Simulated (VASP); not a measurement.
VASP input:

INCAR:
```
SYSTEM = Zn
PREC = Accurate
ENCUT = 400
EDIFF = 1E-6
NELM = 100
ALGO = Normal
LREAL = .FALSE.
LASPH = .TRUE.
ISMEAR = 1
SIGMA = 0.1
GGA = PE
LMAXMIX = 4
LWAVE = .FALSE.
LCHARG = .FALSE.
ISIF = 2
ISPIN = 2
MAGMOM = 1.0 1.0 1.0
```

File POSCAR:
```
Zn
1
    1.3300000000    -2.3036280000     0.0000000000
    1.3300000000     2.3036280000     0.0000000000
    0.0000000000     0.0000000000     4.9500000000
Zn
2
Direct
  0.3333330000   0.6666670000   0.2500000000
  0.6666670000   0.3333330000   0.7500000000
```

File KPOINTS:
```
Automatic mesh
0
Gamma
12 12 6
0 0 0
```

POTCAR, in this order: Zn (PBE.64 set). Program: vasp_std.

Question: One choice in this input is risky. Which, and does it do harm here?

Answer: The risk: MAGMOM holds more values than there are atoms. Here it does no harm: the run (PBE GGA, plane waves, VASP's PBE PAW potentials (set 64)) converges to the same energy and pressure as with the safe setting.
**OSZICAR**
```
       N       E                     dE             d eps       ncg     rms          rms(c)
DAV:   1     0.915793639531E+02    0.91579E+02   -0.10917E+04  5312   0.189E+03
DAV:   2     0.877403420175E+00   -0.90702E+02   -0.88819E+02  5202   0.271E+02
DAV:   3    -0.202938384423E+01   -0.29068E+01   -0.29002E+01  6103   0.587E+01
DAV:   4    -0.204031860769E+01   -0.10935E-01   -0.10933E-01  5910   0.365E+00
DAV:   5    -0.204033402993E+01   -0.15422E-04   -0.15422E-04  5970   0.116E-01    0.104E+01
DAV:   6    -0.213548798354E+01   -0.95154E-01   -0.11450E+00  5553   0.209E+01    0.469E+00
DAV:   7    -0.220130138981E+01   -0.65813E-01   -0.64811E-02  6745   0.458E+00    0.198E+00
DAV:   8    -0.219871911268E+01    0.25823E-02   -0.14874E-02  6650   0.149E+00    0.796E-01
DAV:   9    -0.219808581914E+01    0.63329E-03   -0.20946E-03  6137   0.587E-01    0.141E-01
DAV:  10    -0.219845270394E+01   -0.36688E-03   -0.46449E-04  6127   0.203E-01    0.277E-02
DAV:  11    -0.219845889322E+01   -0.61893E-05   -0.35338E-05  6121   0.886E-02    0.166E-02
DAV:  12    -0.219845858539E+01    0.30783E-06   -0.25453E-06  4960   0.279E-02
   1 F= -.21984586E+01 E0= -.21986305E+01  d E =0.515892E-03  mag=    -0.0007
```

The compound is Zn in the hcp structure. The cell was not relaxed at this level.
